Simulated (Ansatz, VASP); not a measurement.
# One calculation of TePb2S, two programs

The input INCAR:

```
SYSTEM = TePb2S
PREC = Accurate ; ENCUT = 520
EDIFF = 1E-6 ; ISMEAR = 0
SIGMA = 0.1 ; LREAL = .False.
LASPH = .True. ; NELM = 100
ALGO = Normal ; ISIF = 2
LWAVE = .False. ; LCHARG = .True.
GGA = CA ; LELF = .True.
LVHAR = .True. ; NBANDS = 28
```

KPOINTS

```
Automatic mesh
0
Gamma
  6 6 6
  0 0 0
```

The input POSCAR:

```
TePb2S
1.0
    2.2219760738      1.2828584843      7.2598916063
   -2.2219760738      1.2828584843      7.2598916063
    0.0000000000     -2.5657169687      7.2598916063
Te Pb S
1 2 1
Direct
    0.5000000000      0.5000000000      0.5000000000
    0.7417120000      0.7417120000      0.7417120000
    0.2582880000      0.2582880000      0.2582880000
    0.0000000000      0.0000000000      0.0000000000
```

Input for Ansatz:

```yaml
crystal:
  lattice:
    - [2.2219760738, 1.2828584843, 7.2598916063]
    - [-2.2219760738, 1.2828584843, 7.2598916063]
    - [0.0, -2.5657169687, 7.2598916063]
  atoms:
    - { symbol: Te, position: [0.5, 0.5, 0.5] }
    - { symbol: Pb, position: [0.741712, 0.741712, 0.741712] }
    - { symbol: Pb, position: [0.258288, 0.258288, 0.258288] }
    - { symbol: S, position: [0.0, 0.0, 0.0] }
basis:
  ecutwfc: 420
kpoints:
  mp_grid: { grid: [6, 6, 6] }
hamiltonian:
  xc: lda
scf:
  occupations: { method: gaussian, width: 0.1 }
output:
  forces: true
  stress: true
  eigenvalues: true
```

The cell comes from a database or a generator and needn't be the stable form of this composition.

Alike in both runs: task single point; functional LDA; k mesh 6 × 6 × 6; occupations gaussian, width 0.1 eV; no spin polarisation.

|  | VASP | Ansatz |
| --- | --- | --- |
| version | VASP 6.6.1 | Ansatz 0.2.0 |
| potentials or method | VASP PAW LDA potentials, release 64 (Te, Pb_d, S) | scalar-relativistic, plane waves, PAW |
| plane-wave cutoff (eV) | 520 | 420 |
| valence electrons in the cell | 40 | 50 |

```tsv
	VASP	Ansatz	Ansatz less VASP
gap on the k mesh at the Fermi level (eV)	0.52	0.54	+0.018
least direct gap on the mesh (eV)	0.55	0.57	+0.016
pressure (GPa)	-4.0	-4.0	-0.03
rms of the force components (eV/Å)	0.016	0.014	-0.0025
```

Atom by atom the forces differ by 0.003 eV/Å (rms over components). The two sets of potentials don't hold the same shells in valence.

Caveats: spin-orbit coupling is left out, which as a rule narrows the gap of such compounds by several tenths of an eV. A k mesh can miss the band edges.
